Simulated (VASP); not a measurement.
Output of a VASP run:

OUTCAR:
```
 ion  position               nearest neighbor table
   1  0.000  0.000  0.000-   2 2.48   2 2.48   2 2.48   2 2.48   2 2.48   2 2.48
   2  0.500  0.500  0.500-   1 2.48   1 2.48   1 2.48   1 2.48   1 2.48   1 2.48
  LATTYP: Found a face centered cubic cell.
 ALAT       =     4.9557195026
 Subroutine PRICEL returns:
 Original cell was already a primitive cell.
 Subroutine GETGRP returns: Found 48 space group operations
The static configuration has the point symmetry O_h .
The dynamic configuration has the point symmetry O_h .
 Subroutine INISYM returns: Found 48 space group operations
 Subroutine IBZKPT returns following result:
 Found     35 irreducible k-points:

 Following reciprocal coordinates:
            Coordinates               Weight
  0.000000  0.000000  0.000000      1.000000
  0.111111  0.000000  0.000000      8.000000
  0.222222  0.000000  0.000000      8.000000
  0.333333  0.000000  0.000000      8.000000
  0.444444  0.000000  0.000000      8.000000
  0.111111  0.111111  0.000000      6.000000
  0.222222  0.111111  0.000000     24.000000
  0.333333  0.111111  0.000000     24.000000
  0.444444  0.111111  0.000000     24.000000
 -0.444444  0.111111  0.000000     24.000000
 -0.333333  0.111111  0.000000     24.000000
 -0.222222  0.111111  0.000000     24.000000
 -0.111111  0.111111  0.000000     12.000000
  0.222222  0.222222  0.000000      6.000000
  0.333333  0.222222  0.000000     24.000000
  0.444444  0.222222  0.000000     24.000000
 -0.444444  0.222222  0.000000     24.000000
 -0.333333  0.222222  0.000000     24.000000
 -0.222222  0.222222  0.000000     12.000000
  0.333333  0.333333  0.000000      6.000000
  0.444444  0.333333  0.000000     24.000000
 -0.444444  0.333333  0.000000     24.000000
 -0.333333  0.333333  0.000000     12.000000
  0.444444  0.444444  0.000000      6.000000
 -0.444444  0.444444  0.000000     12.000000
  0.333333  0.222222  0.111111     24.000000
  0.444444  0.222222  0.111111     48.000000
 -0.444444  0.222222  0.111111     48.000000
  0.444444  0.333333  0.111111     24.000000
 -0.444444  0.333333  0.111111     48.000000
 -0.333333  0.333333  0.111111     48.000000
 -0.222222  0.333333  0.111111     24.000000
 -0.444444  0.444444  0.111111     24.000000
 -0.333333  0.444444  0.111111     24.000000
 -0.333333  0.444444  0.222222     24.000000
   k-points           NKPTS =     35   k-points in BZ     NKDIM =     35   number of bands    NBANDS=      8
   number of dos      NEDOS =    301   number of ions     NIONS =      2
   total plane-waves  NPLWV =  21952
   dimension x,y,z NGX =    28 NGY =   28 NGZ =   28
   dimension x,y,z NGXF=    56 NGYF=   56 NGZF=   56
   ions per type =               1   1
   PREC   = accura    normal or accurate (medium, high low for compatibility)
   ISTART =      0    job   : 0-new  1-cont  2-samecut
   ICHARG =      2    charge: 1-file 2-atom 10-const
   ISPIN  =      1    spin polarized calculation?
   LNONCOLLINEAR =      F non collinear calculations
   LSORBIT =      F    spin-orbit coupling
   INIWAV =      1    electr: 0-lowe 1-rand  2-diag
   ENCUT  =  500.0 eV  36.75 Ry    6.06 a.u.   6.39  6.39  6.39*2*pi/ulx,y,z
   NELM   =    100;   NELMIN=  2; NELMDL= -5     # of ELM steps
   EDIFF  = 0.1E-05   stopping-criterion for ELM
   LREAL  =      F    real-space projection
   NLSPLINE    = F    spline interpolate recip. space projectors
   LMAXMIX     =    2 max onsite mixed and CHGCAR
   VOSKOWN=      0    Vosko Wilk Nusair interpolation
   EDIFFG = -.2E-01   stopping-criterion for IOM
   NSW    =     40    number of steps for IOM
   NBLOCK =      1;   KBLOCK =     40    inner block; outer block
   IBRION =      2    ionic relax: 0-MD 1-quasi-New 2-CG
   NFREE  =      1    steps in history (QN), initial steepest desc. (CG)
   ISIF   =      3    stress and relaxation
   ISYM   =      2    0-nonsym 1-usesym 2-fastsym
   TEIN   =    0.0    initial temperature
   TEBEG  =    0.0;   TEEND  =   0.0 temperature during run
...
```

File OSZICAR:
```
       N       E                     dE             d eps       ncg     rms          rms(c)
DAV:   1     0.213444120804E+02    0.21344E+02   -0.38392E+03   584   0.803E+02
DAV:   2    -0.906624693290E+01   -0.30411E+02   -0.28296E+02   736   0.109E+02
DAV:   3    -0.990491865571E+01   -0.83867E+00   -0.83867E+00   712   0.246E+01
DAV:   4    -0.990773972969E+01   -0.28211E-02   -0.28211E-02   888   0.154E+00
DAV:   5    -0.990774286263E+01   -0.31329E-05   -0.31329E-05   720   0.437E-02    0.518E+00
DAV:   6    -0.955822070612E+01    0.34952E+00   -0.83577E-01   576   0.466E+00    0.401E+00
DAV:   7    -0.950756448649E+01    0.50656E-01   -0.21987E-01   712   0.246E+00    0.242E+00
DAV:   8    -0.950369131530E+01    0.38732E-02   -0.78552E-03   640   0.673E-01    0.819E-01
DAV:   9    -0.950353429317E+01    0.15702E-03   -0.37765E-04   696   0.146E-01    0.216E-01
DAV:  10    -0.950353125094E+01    0.30422E-05   -0.13051E-05   808   0.253E-02    0.770E-02
DAV:  11    -0.950353110655E+01    0.14440E-06   -0.20784E-06   528   0.886E-03
   1 F= -.76044235E+01 E0= -.76044235E+01  d E =-.760442E+01
```

File OUTCAR:
```
------------------------ aborting loop because EDIFF is reached ----------------------------------------
  FORCE on cell =-STRESS in cart. coord.  units (eV):
  Direction    XX          YY          ZZ          XY          YZ          ZX
  --------------------------------------------------------------------------------------
  Total        1.8945721      1.8945721      1.8945721      0.0000000      0.0000000     -0.0000000
  in kB       99.7611747     99.7611747     99.7611747      0.0000000      0.0000000     -0.0000000
  external PRESSURE =      -0.2388253 kB  Pullay stress =     100.0000000 kB
  volume of cell :       30.43
      direct lattice vectors                 reciprocal lattice vectors
     0.000000000  2.477859751  2.477859751    -0.201787046  0.201787046  0.201787046
     2.477859751  0.000000000  2.477859751     0.201787046 -0.201787046  0.201787046
     2.477859751  2.477859751  0.000000000     0.201787046  0.201787046 -0.201787046
 POSITION                                       TOTAL-FORCE (eV/Angst)
 -----------------------------------------------------------------------------------
      0.00000      0.00000      0.00000        -0.000000     -0.000000     -0.000000
      2.47786      2.47786      2.47786         0.000000      0.000000      0.000000
 -----------------------------------------------------------------------------------
    total drift:                                0.000000      0.000000      0.000000
  FREE ENERGIE OF THE ION-ELECTRON SYSTEM (eV)
  ---------------------------------------------------
  free  energy   TOTEN  =        -9.5035311065 eV

  energy  without entropy=       -9.5035311065  energy(sigma->0) =       -9.50353111
  enthalpy is  TOTEN    =        -7.6044234824 eV   P V=        1.8991076242

 reached required accuracy - stopping structural energy minimisation
```
(Selected blocks of OUTCAR.)

**POSCAR**
```
MgS
1
    0.0000000000     2.4778597513     2.4778597513
    2.4778597513    -0.0000000000     2.4778597513
    2.4778597513     2.4778597513     0.0000000000
Mg S
1 1
Direct
  0.0000000000   0.0000000000   0.0000000000
  0.5000000000   0.5000000000   0.5000000000
```

Task: Write an INCAR and KPOINTS that could have produced this output.

Result: Several could match; the one computed here: the input of the run itself, LDA (Ceperley-Alder, Perdew-Zunger), plane waves, VASP's LDA PAW potentials (set 64).

KPOINTS:
```
Automatic mesh
0
Gamma
9 9 9
0 0 0
```

**INCAR**
```
SYSTEM  =  MgS
PREC  =  Accurate; ENCUT  =  500; LREAL  =  .FALSE.
LASPH  =  .TRUE.
EDIFF  =  1E-6; NELM  =  100; ALGO  =  Normal
ISMEAR  =  0; SIGMA  =  0.05
IBRION  =  2; NSW  =  40; ISIF  =  3
EDIFFG  =  -0.02; PSTRESS  =  100
LWAVE  =  .FALSE.; LCHARG  =  .FALSE.
```

POTCAR, in this order: Mg S (LDA.64 set). Program: vasp_std.

The compound is MgS in the rock salt structure. It was relaxed first under an external pressure of 10 GPa.
